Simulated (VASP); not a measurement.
Output of a VASP run:

File OSZICAR:
```
       N       E                     dE             d eps       ncg     rms          rms(c)
DAV:   1     0.105005702526E+03    0.10501E+03   -0.95442E+03  4138   0.301E+03
DAV:   2    -0.285093973007E+01   -0.10786E+03   -0.10494E+03  3830   0.381E+02
DAV:   3    -0.119049117725E+02   -0.90540E+01   -0.89602E+01  4141   0.974E+01
DAV:   4    -0.120783943813E+02   -0.17348E+00   -0.17337E+00  4398   0.140E+01
DAV:   5    -0.120839679012E+02   -0.55735E-02   -0.55733E-02  4812   0.228E+00    0.142E+01
DAV:   6    -0.140819231790E+02   -0.19980E+01   -0.34510E+01  4167   0.652E+01    0.141E+01
DAV:   7    -0.115420289050E+02    0.25399E+01   -0.11889E+01  3971   0.479E+01    0.286E+00
DAV:   8    -0.115498521678E+02   -0.78233E-02   -0.22770E-01  4116   0.385E+00    0.148E+00
DAV:   9    -0.115380357456E+02    0.11816E-01   -0.18536E-02  5536   0.151E+00    0.598E-01
DAV:  10    -0.115367216858E+02    0.13141E-02   -0.13741E-03  5280   0.433E-01    0.104E-01
DAV:  11    -0.115365991835E+02    0.12250E-03   -0.15114E-04  5023   0.237E-01    0.498E-02
DAV:  12    -0.115366011964E+02   -0.20129E-05   -0.31064E-05  4867   0.101E-01    0.268E-02
DAV:  13    -0.115366017123E+02   -0.51593E-06   -0.26516E-06  4354   0.237E-02
   1 F= -.11536602E+02 E0= -.11536404E+02  d E =-.592113E-03  mag=     1.0000
```

File OUTCAR:
```
------------------------ aborting loop because EDIFF is reached ----------------------------------------
  FORCE on cell =-STRESS in cart. coord.  units (eV):
  Direction    XX          YY          ZZ          XY          YZ          ZX
  --------------------------------------------------------------------------------------
  Total        1.6437799      1.6437799      1.6437799      0.0000000      0.0000000     -0.0000000
  in kB      111.4096053    111.4096053    111.4096053      0.0000000      0.0000000     -0.0000000
  external PRESSURE =     111.4096053 kB  Pullay stress =       0.0000000 kB
  volume of cell :       23.64
      direct lattice vectors                 reciprocal lattice vectors
     2.869969000  0.000000000  0.000000000     0.348435819  0.000000000  0.000000000
     0.000000000  2.869969000  0.000000000     0.000000000  0.348435819  0.000000000
     0.000000000  0.000000000  2.869969000     0.000000000  0.000000000  0.348435819
 POSITION                                       TOTAL-FORCE (eV/Angst)
 -----------------------------------------------------------------------------------
      0.00000      0.00000      0.00000         0.000000      0.000000      0.000000
      1.43498      1.43498      1.43498         0.000000      0.000000      0.000000
 -----------------------------------------------------------------------------------
    total drift:                               -0.000000      0.000000      0.000000
  FREE ENERGIE OF THE ION-ELECTRON SYSTEM (eV)
  ---------------------------------------------------
  free  energy   TOTEN  =       -11.5366017123 eV

  energy  without entropy=      -11.5360095990  energy(sigma->0) =      -11.53640434

 total charge

# of ion       s       p       d       tot
------------------------------------------
    1        0.400   0.496   7.514   8.411
    2        1.121   1.231  10.140  12.493
--------------------------------------------------
tot          1.522   1.728  17.654  20.904

 magnetization (x)

# of ion       s       p       d       tot
------------------------------------------
    1        0.013   0.012   0.920   0.945
    2        0.028   0.031  -0.008   0.052
--------------------------------------------------
tot          0.041   0.043   0.912   0.996
```
(Selected blocks of OUTCAR.)

### POSCAR
```
CoGe
1
    2.8699690000     0.0000000000     0.0000000000
    0.0000000000     2.8699690000     0.0000000000
    0.0000000000     0.0000000000     2.8699690000
Co Ge
1 1
Direct
  0.0000000000   0.0000000000   0.0000000000
  0.5000000000   0.5000000000   0.5000000000
```

Question: Write an INCAR and KPOINTS that could have produced this output.

Answer: One answer among several that fit: the input of the run itself, PBE GGA, plane waves, VASP's PBE PAW potentials (set 64).

### INCAR
```
# general
SYSTEM  = CoGe
PREC    = Accurate
ENCUT   = 400
LREAL   = .False.
LASPH   = .True.

# electronic loop
EDIFF   = 1E-6
NELM    = 100
ALGO    = Normal
LMAXMIX = 4

# smearing
ISMEAR  = 1
SIGMA   = 0.1

# functional
GGA     = PE

# spin
ISPIN   = 2
MAGMOM  = 3.0 0.0
NUPDOWN = 1

# ions
ISIF    = 2

# output
LWAVE   = .False.
LCHARG  = .False.
LORBIT  = 10
```

KPOINTS:
```
K-points
0
Gamma
11 11 11
```

POTCAR, in this order: Co Ge_d (PBE.64 set). Program: vasp_std.

The structure was generated: CoGe was put into the CsCl type (Pm-3m), which need not be its known phase. The cell was not relaxed at this level. The run is one of a series of settings (NUPDOWN = 1 against the base run), some of them coarse on purpose.
